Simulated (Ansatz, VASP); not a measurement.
## AlFe: VASP beside Ansatz

One calculation is typed for both programs; each brings its own data sets and cutoff. How far apart do they land? The cell is taken from a series of VASP runs on this material, whose earlier steps may have relaxed, scaled or displaced it; both programs get it as it stands.

Program: Ansatz 0.2.0. Level of theory: plane waves, with VASP 6.6.1 beside it; relaxation of cell and atoms at PBEsol. Results are calculated unless marked as measured.

**1. Set-up**

It takes space group Pm-3m (No. 221, cubic). The conventional cell has a = 2.846 Å, b = 2.846 Å, c = 2.846 Å, α = 90.00°, β = 90.00°, γ = 90.00°. Fe has 8 Al at 2.46 Å nearest. Nearest to Al lie 8 Fe at 2.46 Å. Farther neighbours are not listed.

**2. VASP: relaxation of cell and atoms, PBEsol**

The relaxed volume is the usual yardstick between codes: its relative difference is about their pressure difference at one cell divided by the bulk modulus.

Lines of VASP's logs that name or quote its potential files are left out, and so is its time.

INCAR reads:

```
SYSTEM = AlFe
PREC = Accurate
ENCUT = 450
EDIFF = 1E-06
NELM = 100
ISMEAR = 1
SIGMA = 0.15
LREAL = .FALSE.
ALGO = Normal
GGA = PS
NBANDS = 14
ISPIN = 2
MAGMOM = 3 0
LASPH = .TRUE.
LMAXMIX = 4
LORBIT = 11
LWAVE = .FALSE.
LCHARG = .FALSE.
KPAR = 4
IBRION = 2
NSW = 50
ISIF = 3
EDIFFG = -0.006
```

POSCAR reads:

```
AlFe
1.0
    2.8458856008      0.0000000000      0.0000000000
    0.0000000000      2.8458856008      0.0000000000
    0.0000000000      0.0000000000      2.8458856008
Fe Al
1 1
Direct
    0.5000000000      0.5000000000      0.5000000000
    0.0000000000      0.0000000000      0.0000000000
```

KPOINTS reads:

```
Automatic mesh
0
Gamma
16 16 16
0 0 0
```

PAW data sets: Fe and Al (PBE family, release 64).

The run is started by

```bash
> mpirun -np 4 vasp_std
```

Numbers of over 12 decimals in the logs are rounded to 6 here.

Output:

```text
[banner, memory and clock lines left out]
running    4 mpi-ranks, on    1 nodes
 distrk:  each k-point on    1 cores,    4 groups
 distr:  one band on    1 cores,    1 groups

 POSCAR found type information on POSCAR FeAl
 POSCAR found :  2 types and       2 ions
|                                                                             |
|               ----> ADVICE to this user running VASP <----                  |
|                                                                             |
|     You enforced a specific xc type in the INCAR file but a different       |
|     [... a line on the potential file left out ...]
|     I HOPE YOU KNOW WHAT YOU ARE DOING!                                     |
|                                                                             |

 LDA part: xc-table for (Slater+PW92), standard interpolation
 POSCAR, INCAR and KPOINTS ok, starting setup
 FFT: planning ... GRIDC
 FFT: planning ... GRID_SOFT
 FFT: planning ... GRID
 WAVECAR not read
 entering main loop
       N       E                     dE             d eps       ncg     rms          rms(c)
DAV:   1     0.271445787887E+02    0.27145E+02   -0.42435E+03  9512   0.721E+02
DAV:   2    -0.140352042946E+02   -0.41180E+02   -0.36928E+02  9870   0.142E+02
DAV:   3    -0.152960914973E+02   -0.12609E+01   -0.12416E+01 11796   0.283E+01
DAV:   4    -0.153135203181E+02   -0.17429E-01   -0.17422E-01 10892   0.298E+00
DAV:   5    -0.153140716183E+02   -0.55130E-03   -0.55129E-03 12064   0.589E-01    0.165E+01
DAV:   6    -0.171629196282E+02   -0.18488E+01   -0.48825E+01 10866   0.855E+01    0.172E+01
DAV:   7    -0.137968750932E+02    0.33660E+01   -0.27999E+01 11054   0.553E+01    0.291E+00
DAV:   8    -0.137506524936E+02    0.46223E-01   -0.19632E-01 11950   0.397E+00    0.160E+00
DAV:   9    -0.137342403467E+02    0.16412E-01   -0.32938E-02 12314   0.195E+00    0.869E-01
DAV:  10    -0.137317389730E+02    0.25014E-02   -0.12602E-03 11566   0.275E-01    0.234E-01
DAV:  11    -0.137316661442E+02    0.72829E-04   -0.20363E-04 12408   0.152E-01    0.124E-01
DAV:  12    -0.137316726785E+02   -0.65343E-05   -0.27832E-05 11412   0.488E-02    0.416E-02
DAV:  13    -0.137316562669E+02    0.16412E-04   -0.51904E-06 11280   0.256E-02    0.119E-02
DAV:  14    -0.137316557258E+02    0.54110E-06   -0.41090E-07  5838   0.526E-03
   1 F= -.13731656E+02 E0= -.13731935E+02  d E =-.137317E+02  mag=     0.6794
 curvature:   0.00 expect dE= 0.000E+00 dE for cont linesearch  0.000E+00
 trial: gam= 0.00000 g(F)=  0.000E+00 g(S)=  0.140E-05 ort = 0.000E+00 (trialstep = 0.100E+01)
 search vector abs. value=  0.140E-05
 reached required accuracy - stopping structural energy minimisation
```

OUTCAR, selected parts (step 2):

```text
ion  position               nearest neighbor table
   1  0.500  0.500  0.500-   2 2.46   2 2.46   2 2.46   2 2.46   2 2.46   2 2.46   2 2.46   2 2.46

  LATTYP: Found a simple cubic cell.
 ALAT       =     2.8458856008

 Subroutine GETGRP returns: Found 48 space group operations
 (whereof 48 operations were pure point group operations)

The static configuration has the point symmetry O_h .

 Found    165 irreducible k-points:

   k-points           NKPTS =    165   k-points in BZ     NKDIM =    165   number of bands    NBANDS=     14

   dimension x,y,z NGX =    20 NGY =   20 NGZ =   20
   dimension x,y,z NGXF=    40 NGYF=   40 NGZF=   40

   ENCUT  =  450.0 eV  33.07 Ry    5.75 a.u.   4.92  4.92  4.92*2*pi/ulx,y,z

   NELECT =      11.0000    total number of electrons

 k-points in reciprocal lattice and weights: Automatic mesh
   0.00000000  0.00000000  0.00000000       0.000
   0.06250000  0.00000000  0.00000000       0.001
   0.12500000  0.00000000  0.00000000       0.001
   0.18750000  0.00000000  0.00000000       0.001
   0.25000000  0.00000000  0.00000000       0.001
   0.31250000  0.00000000  0.00000000       0.001
   0.37500000  0.00000000  0.00000000       0.001
   0.43750000  0.00000000  0.00000000       0.001
   0.50000000  0.00000000  0.00000000       0.001
[...]
0.50000000  0.50000000  0.43750000       0.001
   0.50000000  0.50000000  0.50000000       0.000

 average (electrostatic) potential at core
       1 -40.2247       2 -70.5958

 E-fermi :   8.2073

 spin component 1
 k-point     1 :       0.0000    0.0000    0.0000
  band No.  band energies     occupation
    ...
      2       5.5679      1.00000
      3       5.5679      1.00000
      4       7.8866      1.00500
      5       7.8866      1.00500
      6       7.8866      1.00500
      7      14.7399      0.00000
      8      14.7399      0.00000
      9      14.7399      0.00000
     10      17.6889      0.00000
     11      17.6889      0.00000
    ...

 k-point     2 :       0.0625    0.0000    0.0000
  band No.  band energies     occupation
    ...
      2       5.5637      1.00000
      3       5.5906      1.00000
      4       7.8404      1.00147
      5       7.8404      1.00147
      6       7.8915      1.00561
      7      14.0474      0.00000
      8      14.8486      0.00000
      9      14.8486      0.00000
     10      17.6684      0.00000
     11      18.3355      0.00000
    ...

 k-point     3 :       0.1250    0.0000    0.0000
  band No.  band energies     occupation
    ...
      2       5.5343      1.00000
      3       5.6560      1.00000
      4       7.7137      1.00002
      5       7.7137      1.00002
      6       7.9053      1.00766
      7      12.7763      0.00000
      8      15.1632      0.00000
      9      15.1632      0.00000
     10      17.6076      0.00000
     11      19.4523      0.00000
    ...

 k-point     4 :       0.1875    0.0000    0.0000
  band No.  band energies     occupation
    ...
      2       5.4275      1.00000
      3       5.7562      1.00000
      4       7.5362      1.00000
      5       7.5362      1.00000
      6       7.9260      1.01172
      7      11.5170      0.00000
      8      15.6559      0.00000
      9      15.6559      0.00000
     10      17.5102      0.00000
     11      20.4622      0.00000
    ...

 k-point     5 :       0.2500    0.0000    0.0000
  band No.  band energies     occupation
    ...
      2       5.1559      1.00000
      3       5.8785      1.00000
      4       7.3422      1.00000
      5       7.3423      1.00000
      6       7.9506      1.01806
      7      10.4747     -0.00000
      8      16.2946      0.00000
      9      16.2946      0.00000
     10      17.3847      0.00000
     11      21.2914      0.00000
    ...

 k-point     6 :       0.3125    0.0000    0.0000
  band No.  band energies     occupation
    ...
      2       4.6358      1.00000
      3       6.0057      1.00000
      4       7.1620      1.00000
      5       7.1620      1.00000
      6       7.9753      1.02554
      7       9.7582     -0.00000
      8      17.0511      0.00000
      9      17.0511      0.00000
     10      17.2463      0.00000
     11      22.0127      0.00000
    ...

  Total       -0.0043915     -0.0043915     -0.0043915     -0.0000000      0.0000000     -0.0000000
  in kB       -0.3052640     -0.3052640     -0.3052640     -0.0000000      0.0000000     -0.0000000
  external PRESSURE =      -0.3052640 kB  Pullay stress =       0.0000000 kB

  energy-cutoff  :      450.00
  volume of cell :       23.05
      direct lattice vectors                 reciprocal lattice vectors
     2.845885601  0.000000000  0.000000000     0.351384469  0.000000000  0.000000000
     0.000000000  2.845885601  0.000000000     0.000000000  0.351384469  0.000000000
     0.000000000  0.000000000  2.845885601     0.000000000  0.000000000  0.351384469

 POSITION                                       TOTAL-FORCE (eV/Angst)
 -----------------------------------------------------------------------------------
      1.42294      1.42294      1.42294         0.000000      0.000000      0.000000
      0.00000      0.00000      0.00000         0.000000      0.000000      0.000000
 -----------------------------------------------------------------------------------
    total drift:                               -0.000000      0.000000     -0.000000

  FREE ENERGIE OF THE ION-ELECTRON SYSTEM (eV)
  ---------------------------------------------------
  free  energy   TOTEN  =       -13.7316557258 eV

  energy  without entropy=      -13.7324939160  energy(sigma->0) =      -13.73193512

 reached required accuracy - stopping structural energy minimisation

 total charge
# of ion       s       p       d       tot
------------------------------------------
    1        0.446   0.527   6.520   7.493
    2        0.403   0.450   0.000   0.853
--------------------------------------------------
tot          0.849   0.977   6.520   8.346

 magnetization (x)
# of ion       s       p       d       tot
------------------------------------------
    1       -0.000   0.008   0.703   0.711
    2       -0.007  -0.015   0.000  -0.022
--------------------------------------------------
tot         -0.007  -0.007   0.703   0.689

[... 6 further parts left out ...]
```

[end of part 1 of 2]

[Lines on the potential files, build, host, timing and source positions are cut from VASP's logs without a mark.]

[Logs are printed without paths, hosts, clocks, repeated set-up lines and the standing remarks that a program may print on its own settings, such as how far it seeks lower states.]

[Hosts, paths, dates, database ids (printed as entryN), source tags and the programs' standing remarks are cut or masked in the printed files.]
